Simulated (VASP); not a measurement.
Input of a VASP 6.6.1 run:

INCAR

```
PREC     = Accurate       # precision mode
ENCUT    = 350            # plane-wave cutoff, eV
EDIFF    = 1E-5           # SCF threshold, eV
ISMEAR   = 0              # smearing method
SIGMA    = 0.03           # smearing width, eV
LREAL    = Auto         
LASPH    = T              # aspherical terms in the spheres
NELM     = 120            # most SCF steps
ALGO     = Normal         # electronic algorithm
ISIF     = 2              # what is computed and relaxed
LWAVE    = F              # write WAVECAR
LCHARG   = F              # write CHGCAR
ISPIN    = 2              # spin polarisation
MAGMOM   = 0 0 0 0 0 0 0 0 0 0 0 0 0 0 0 0 0 0 0 0 0 0 0 0 # initial moments
LORBIT   = 11             # projections on sites
NUPDOWN  = 0              # fixed moment
LMAXMIX  = 4              # l up to which the mixer works
GGA      = PS             # functional
ISYM     = 0            
KPAR     = 4
```

KPOINTS

```
Automatic mesh
0
Gamma
  3 3 2
```

The input POSCAR:

```
NiW7S16                                 
1.0
    6.3064000000      0.0000000000      0.0000000000
   -3.1532000000      5.4615026064      0.0000000000
    0.0000000000      0.0000000000     12.3230000000
  Ni              W               S             
     1     7    16
Direct
     0.2447438283285442    0.3701069694036937    0.2705297780254624
     0.1565471746507480    0.8299628204729782    0.2486667267556939
     0.6647987616639327    0.3307005473818924    0.2456303745127076
     0.6638899936053463    0.8375101003240603    0.2451509068378179
     0.3319942620185986    0.1666918586236412    0.7492220522574804
     0.3319198792350510    0.6662157970687760    0.7492222658594027
     0.8318057625278061    0.1663970649556968    0.7496646237081126
     0.8318985173940266    0.6664601287191970    0.7494243104988026
     0.1648659995052557    0.3329007369573956    0.6223110640121976
     0.1651516364567238    0.8330639251428494    0.6225140928273433
     0.6658903389900516    0.3331989753147603    0.6224651384598835
     0.6657490073505556    0.8336492954535875    0.6224332877155394
     0.3049514401799407    0.1725844323911896    0.1350134396756923
     0.3009918622765499    0.6293102032398395    0.1362150842256737
     0.7786569219207016    0.1404870531860575    0.1088252164632955
     0.8222992816152324    0.6630447768036991    0.1198772762241386
     0.1652736162178018    0.3330976543042639    0.8762875993924016
     0.1657799510393163    0.8333709271317973    0.8765261589026847
     0.6648126042216852    0.3333129100013841    0.8763884322926485
     0.6647098038595930    0.8324756791080302    0.8764117591909575
     0.3519417271590280    0.1649392001390468    0.3787824827751611
     0.3496504245874413    0.6847716259132085    0.3779309909488305
     0.8798161532273068    0.1910460252513059    0.3575110607169192
     0.8291670519687570    0.6667782927116473    0.3736668777211449
```

Potentials or basis: VASP PAW PBE potentials, release 64 (Ni, W_sv, S).

Command:

```console
$ cat potpaw_PBE.64/Ni/POTCAR potpaw_PBE.64/W_sv/POTCAR potpaw_PBE.64/S/POTCAR > POTCAR
$ mpirun -np 4 vasp_std > vasp.out
```

Task: Predict the largest force.

Result: 0.310 eV/Å.

Task: Estimate the pressure.

Result: 1.1 GPa.

Stress tensor (GPa, compression positive):
```
1.49 0.14 0.14
0.14 0.67 0.07
0.14 0.07 1.10
```

Caveat: the k mesh is coarse (spacing up to 0.38 Å⁻¹), so the values aren't converged; the PAW data sets were made with another functional, which shifts forces and pressure a little; the total moment is fixed, so each spin has its own Fermi level. The run has no spin-orbit coupling, so splittings on W are missing.
